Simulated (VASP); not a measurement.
OSZICAR of a VASP run on Ho (hcp):

### OSZICAR
```
       N       E                     dE             d eps       ncg     rms          rms(c)
DAV:   1     0.453834961335E+02    0.45383E+02   -0.83617E+03  1768   0.134E+03
DAV:   2    -0.612676448448E+02   -0.10665E+03   -0.10498E+03  2260   0.587E+02
DAV:   3    -0.672154628867E+02   -0.59478E+01   -0.57410E+01  2707   0.106E+02
DAV:   4    -0.674566125948E+02   -0.24115E+00   -0.22616E+00  2902   0.149E+01
DAV:   5    -0.674621975252E+02   -0.55849E-02   -0.55558E-02  2802   0.236E+00    0.299E+01
DAV:   6    -0.655637687378E+02    0.18984E+01   -0.51300E-01  2681   0.107E+01    0.157E+01
DAV:   7    -0.640994619845E+02    0.14643E+01   -0.52964E-01  2887   0.102E+01    0.768E-01
DAV:   8    -0.655066897119E+02   -0.14072E+01   -0.48399E-01  2926   0.792E+00    0.300E+00
DAV:   9    -0.653144289123E+02    0.19226E+00   -0.58727E-02  2196   0.344E+00    0.106E+00
DAV:  10    -0.652812398912E+02    0.33189E-01   -0.24640E-03  2626   0.736E-01    0.104E+00
DAV:  11    -0.652615189906E+02    0.19721E-01   -0.12142E-02  1989   0.160E+00    0.704E-01
DAV:  12    -0.652646595331E+02   -0.31405E-02   -0.67394E-02  1984   0.316E+00    0.132E-01
DAV:  13    -0.652649046333E+02   -0.24510E-03   -0.25687E-03  2774   0.706E-01    0.191E-01
DAV:  14    -0.652649725396E+02   -0.67906E-04   -0.36071E-04  2414   0.238E-01    0.142E-01
DAV:  15    -0.652644331493E+02    0.53939E-03   -0.69520E-04  2008   0.320E-01    0.329E-01
DAV:  16    -0.652646299507E+02   -0.19680E-03   -0.33105E-04  2696   0.208E-01    0.212E-01
DAV:  17    -0.652646339925E+02   -0.40418E-05   -0.12743E-05  2396   0.419E-02    0.211E-01
DAV:  18    -0.652646207284E+02    0.13264E-04   -0.32472E-06  1966   0.212E-02    0.204E-01
DAV:  19    -0.652646159082E+02    0.48202E-05   -0.12477E-05  2776   0.478E-02    0.798E-02
DAV:  20    -0.652645784643E+02    0.37444E-04   -0.12265E-05  2394   0.390E-02    0.173E-02
DAV:  21    -0.652645843971E+02   -0.59328E-05   -0.22649E-06  1469   0.205E-02    0.250E-02
DAV:  22    -0.652645768892E+02    0.75079E-05   -0.60762E-06  2445   0.234E-02    0.217E-02
DAV:  23    -0.652645869299E+02   -0.10041E-04   -0.52136E-06  2541   0.299E-02    0.947E-03
DAV:  24    -0.652645856312E+02    0.12987E-05   -0.42067E-07  1007   0.591E-03    0.360E-03
DAV:  25    -0.652645865891E+02   -0.95790E-06   -0.52923E-08   982   0.550E-03
   1 F= -.65264587E+02 E0= -.65265457E+02  d E =-.652646E+02
       N       E                     dE             d eps       ncg     rms          rms(c)
DAV:   1    -0.652735261407E+02   -0.89405E-02   -0.34250E-01  2303   0.548E+00    0.503E-01
DAV:   2    -0.652690979861E+02    0.44282E-02   -0.17368E-02  2607   0.175E+00    0.296E-01
DAV:   3    -0.652679802139E+02    0.11178E-02   -0.18780E-03  2808   0.604E-01    0.155E-01
DAV:   4    -0.652675982308E+02    0.38198E-03   -0.11191E-03  2889   0.384E-01    0.843E-02
DAV:   5    -0.652676545482E+02   -0.56317E-04   -0.10530E-04  2433   0.109E-01    0.600E-02
DAV:   6    -0.652676325707E+02    0.21977E-04   -0.45937E-05  2528   0.840E-02    0.832E-03
DAV:   7    -0.652676653712E+02   -0.32800E-04   -0.59316E-05  2331   0.921E-02    0.478E-03
DAV:   8    -0.652676638486E+02    0.15226E-05   -0.99894E-07  1268   0.119E-02    0.397E-03
DAV:   9    -0.652676640127E+02   -0.16411E-06   -0.22363E-07  1017   0.867E-03
   2 F= -.65267664E+02 E0= -.65268330E+02  d E =-.307742E-02
       N       E                     dE             d eps       ncg     rms          rms(c)
DAV:   1    -0.652712558227E+02   -0.35920E-02   -0.17762E-01  2295   0.396E+00    0.359E-01
DAV:   2    -0.652690189268E+02    0.22369E-02   -0.92445E-03  2624   0.128E+00    0.216E-01
DAV:   3    -0.652684271948E+02    0.59173E-03   -0.96963E-04  2777   0.437E-01    0.109E-01
DAV:   4    -0.652682356018E+02    0.19159E-03   -0.56969E-04  2868   0.276E-01    0.575E-02
DAV:   5    -0.652682645122E+02   -0.28910E-04   -0.55644E-05  2389   0.805E-02    0.395E-02
DAV:   6    -0.652682536029E+02    0.10909E-04   -0.23865E-05  2523   0.604E-02    0.467E-03
DAV:   7    -0.652682697537E+02   -0.16151E-04   -0.27842E-05  2300   0.635E-02    0.323E-03
DAV:   8    -0.652682686233E+02    0.11304E-05   -0.46050E-07   998   0.875E-03    0.261E-03
DAV:   9    -0.652682687117E+02   -0.88346E-07   -0.11716E-07   977   0.818E-03
   3 F= -.65268269E+02 E0= -.65268982E+02  d E =-.368212E-02
       N       E                     dE             d eps       ncg     rms          rms(c)
DAV:   1    -0.652682867185E+02   -0.18095E-04   -0.89486E-04  2278   0.279E-01    0.257E-02
DAV:   2    -0.652682758657E+02    0.10853E-04   -0.49688E-05  2674   0.969E-02    0.150E-02
DAV:   3    -0.652682730674E+02    0.27982E-05   -0.47336E-06  2212   0.315E-02    0.752E-03
DAV:   4    -0.652682716471E+02    0.14203E-05   -0.21684E-06  1113   0.219E-02    0.444E-03
DAV:   5    -0.652682715062E+02    0.14094E-06   -0.63299E-07   892   0.169E-02
   4 F= -.65268272E+02 E0= -.65268976E+02  d E =-.368492E-02
       N       E                     dE             d eps       ncg     rms          rms(c)
DAV:   1    -0.652697525663E+02   -0.14809E-02   -0.39230E-02  2248   0.191E+00    0.318E-01
DAV:   2    -0.652688821365E+02    0.87043E-03   -0.33752E-03  2544   0.838E-01    0.110E-01
DAV:   3    -0.652684920798E+02    0.39006E-03   -0.54419E-04  2586   0.310E-01    0.468E-02
DAV:   4    -0.652684160528E+02    0.76027E-04   -0.26045E-04  2686   0.194E-01    0.290E-02
DAV:   5    -0.652684095171E+02    0.65356E-05   -0.44907E-05  2069   0.698E-02    0.101E-02
DAV:   6    -0.652684114349E+02   -0.19178E-05   -0.19606E-05  2581   0.487E-02    0.428E-03
DAV:   7    -0.652684089423E+02    0.24927E-05   -0.18018E-06  1437   0.171E-02    0.127E-03
DAV:   8    -0.652684095674E+02   -0.62511E-06   -0.16234E-07   922   0.886E-03
   5 F= -.65268410E+02 E0= -.65269069E+02  d E =-.138061E-03
       N       E                     dE             d eps       ncg     rms          rms(c)
DAV:   1    -0.652685153216E+02   -0.10638E-03   -0.25140E-03  2248   0.485E-01    0.798E-02
DAV:   2    -0.652684523646E+02    0.62957E-04   -0.21525E-04  2541   0.212E-01    0.278E-02
DAV:   3    -0.652684285285E+02    0.23836E-04   -0.34770E-05  2581   0.782E-02    0.118E-02
DAV:   4    -0.652684256165E+02    0.29120E-05   -0.16550E-05  2691   0.489E-02    0.737E-03
DAV:   5    -0.652684283859E+02   -0.27694E-05   -0.25664E-06  1546   0.169E-02    0.232E-03
DAV:   6    -0.652684271216E+02    0.12643E-05   -0.76555E-07   862   0.135E-02    0.202E-03
DAV:   7    -0.652684279063E+02   -0.78468E-06   -0.17272E-07   862   0.121E-02
   6 F= -.65268428E+02 E0= -.65269098E+02  d E =-.156400E-03
```

### Question
Which electronic solver shows in the log?

### Answer
It is blocked Davidson (ALGO = Normal, or the opening steps of other solvers). The INCAR had ALGO = Normal.

### Question
Can the final energy be trusted as converged?

### Answer
The run converged. It stopped with EDIFF = 1E-6, NELM = 100, NSW = 60 and EDIFFG = -0.01 after 6 ionic steps (r2SCAN+rVV10, plane waves, VASP's PBE PAW potentials (set 64)). The 4f electrons are frozen in the core of the lanthanide potential, so 4f levels, which can set the real gap, and their magnetism are missing.

The compound is Ho in the hcp structure. This run relaxes it. Symmetry was kept, so distortions that lower it aren't found.
